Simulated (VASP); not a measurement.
Computed with vdW-DF-cx, VASP's PBE PAW potentials (set 64) (plane waves; VASP).

VASP ran on this input.

**INCAR**
```
SYSTEM=HfO2
PREC=Accurate; ENCUT=520; LREAL=F
LASPH=T
EDIFF=1E-7; NELM=100; ALGO=Normal
LMAXMIX=6
ISMEAR=0; SIGMA=0.05
GGA=CX; LUSE_VDW=T; AGGAC=0.0
ISIF=2
LWAVE=F; LCHARG=F
```

KPOINTS:
```
Automatic mesh
0
Gamma
8 8 8
0 0 0
```

### POSCAR
```
HfO2
3.5231240
  0.0000000000   0.7071067410   0.7071067410
  0.7071067410   0.0000000000   0.7071067410
  0.7071067410   0.7071067410   0.0000000000
Hf O
1 2
Cartesian
  0.0000000000   0.0000000000   0.0000000000
  0.3535533705   0.3535533705   0.3535533705
  1.0606601115   1.0606601115   1.0606601115
```

POTCAR, in this order: Hf_pv O (PBE.64 set). Program: vasp_std.

Output of the run:

File OUTCAR:
```
 ion  position               nearest neighbor table
   1  0.000  0.000  0.000-   3 2.16   3 2.16   3 2.16   2 2.16   3 2.16   2 2.16   2 2.16   2 2.16
  LATTYP: Found a face centered cubic cell.
 ALAT       =     4.9824494596
 Subroutine PRICEL returns:
 Original cell was already a primitive cell.
 Subroutine GETGRP returns: Found 48 space group operations
The static configuration has the point symmetry O_h .
The dynamic configuration has the point symmetry O_h .
 Subroutine INISYM returns: Found 48 space group operations
 Subroutine IBZKPT returns following result:
 Found     29 irreducible k-points:

 Following reciprocal coordinates:
            Coordinates               Weight
  0.000000  0.000000  0.000000      1.000000
  0.125000  0.000000  0.000000      8.000000
  0.250000  0.000000  0.000000      8.000000
  0.375000  0.000000  0.000000      8.000000
  0.500000  0.000000  0.000000      4.000000
  0.125000  0.125000  0.000000      6.000000
  0.250000  0.125000  0.000000     24.000000
  0.375000  0.125000  0.000000     24.000000
  0.500000  0.125000  0.000000     24.000000
 -0.375000  0.125000  0.000000     24.000000
...
```

File OSZICAR:
```
       N       E                     dE             d eps       ncg     rms          rms(c)
DAV:   1     0.103062154046E+03    0.10306E+03   -0.13007E+04   870   0.146E+03
DAV:   2    -0.273638548425E+02   -0.13043E+03   -0.12659E+03  1143   0.322E+02
DAV:   3    -0.306309916509E+02   -0.32671E+01   -0.32647E+01  1094   0.509E+01
DAV:   4    -0.306476733895E+02   -0.16682E-01   -0.16680E-01  1122   0.390E+00
DAV:   5    -0.306478058544E+02   -0.13246E-03   -0.13246E-03  1108   0.312E-01    0.545E+01
DAV:   6    -0.253359133543E+02    0.53119E+01   -0.27276E+01   961   0.380E+01    0.466E+01
DAV:   7    -0.252430352258E+02    0.92878E-01   -0.70199E-01  1087   0.801E+00    0.298E+01
DAV:   8    -0.252190160837E+02    0.24019E-01   -0.16338E-01  1087   0.443E+00    0.549E+00
DAV:   9    -0.252106181034E+02    0.83980E-02   -0.33527E-02  1087   0.166E+00    0.176E+00
DAV:  10    -0.252105337924E+02    0.84311E-04   -0.37483E-03  1143   0.494E-01    0.245E-01
DAV:  11    -0.252105184720E+02    0.15320E-04   -0.22629E-04  1003   0.132E-01    0.189E-01
DAV:  12    -0.252105214652E+02   -0.29932E-05   -0.28748E-05  1144   0.425E-02    0.191E-02
DAV:  13    -0.252105220955E+02   -0.63024E-06   -0.17735E-06  1101   0.112E-02    0.859E-03
DAV:  14    -0.252105221304E+02   -0.34997E-07   -0.63997E-08   757   0.244E-03
   1 F= -.25210522E+02 E0= -.25210522E+02  d E =-.107342E-10
```

**OUTCAR**
```
------------------------ aborting loop because EDIFF is reached ----------------------------------------
  FORCE on cell =-STRESS in cart. coord.  units (eV):
  Direction    XX          YY          ZZ          XY          YZ          ZX
  --------------------------------------------------------------------------------------
  Total        1.6907980      1.6907980      1.6907980      0.0000000     -0.0000000      0.0000000
  in kB       87.6059463     87.6059463     87.6059463      0.0000000     -0.0000000      0.0000000
  external PRESSURE =      87.6059463 kB  Pullay stress =       0.0000000 kB
  volume of cell :       30.92
      direct lattice vectors                 reciprocal lattice vectors
     0.000000000  2.491224730  2.491224730    -0.200704494  0.200704494  0.200704494
     2.491224730  0.000000000  2.491224730     0.200704494 -0.200704494  0.200704494
     2.491224730  2.491224730  0.000000000     0.200704494  0.200704494 -0.200704494
 POSITION                                       TOTAL-FORCE (eV/Angst)
 -----------------------------------------------------------------------------------
      0.00000      0.00000      0.00000        -0.000000      0.000000     -0.000000
      1.24561      1.24561      1.24561         0.000000      0.000000      0.000000
      3.73684      3.73684      3.73684        -0.000000     -0.000000     -0.000000
 -----------------------------------------------------------------------------------
    total drift:                                0.000000      0.000000      0.000000
  FREE ENERGIE OF THE ION-ELECTRON SYSTEM (eV)
  ---------------------------------------------------
  free  energy   TOTEN  =       -25.2105221304 eV

  energy  without entropy=      -25.2105221304  energy(sigma->0) =      -25.21052213
```
(Selected blocks of OUTCAR.)

The compound is HfO2 in the fluorite structure, the high-temperature cubic form, which is unstable at 0 K; the monoclinic form is the stable one. This cell is one point of a volume scan, at 0.97 of the reference volume.
